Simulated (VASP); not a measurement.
Calculation: PBEsol GGA, VASP's PBE PAW potentials (set 64) (plane waves; VASP).

VASP ran on this input.

File KPOINTS:
```
Automatic mesh
0
G
 14 14 8
0 0 0
```

### INCAR
```
ALGO  =  Normal
EDIFF  =  1E-7
EDIFFG  =  -0.01
ENCUT  =  480
GGA  =  PS
IBRION  =  2
ISIF  =  2
ISMEAR  =  1
LASPH  =  .TRUE.
LCHARG  =  .FALSE.
LMAXMIX  =  6
LREAL  =  .FALSE.
LWAVE  =  .FALSE.
NELM  =  100
NSW  =  30
PREC  =  Accurate
SIGMA  =  0.1
SYSTEM  =  Os
```

### POSCAR
```
Os
1
    1.3450064726    -2.3296191996     0.0000000000
    1.3450064726     2.3296191996     0.0000000000
    0.0000000000     0.0000000000     4.2416335443
Os
2
Direct
  0.3333330000   0.6666670000   0.2500000000
  0.6666670000   0.3333330000   0.7500000000
```

POTCAR, in this order: Os (PBE.64 set). Program: vasp_std.

### Question
What will the output report for the number of irreducible k-points (NKPTS), number of bands (NBANDS), largest plane-wave count, number of space-group operations, FFT grid (NGX, NGY, NGZ)?

### Answer

- number of irreducible k-points (NKPTS) = 120
- number of bands (NBANDS) = 12
- largest plane-wave count = 656
- number of space-group operations = 24
- FFT grid (NGX, NGY, NGZ) = 20 × 20 × 30

The compound is Os in the hcp structure. This cell was strained or had an atom moved on purpose.
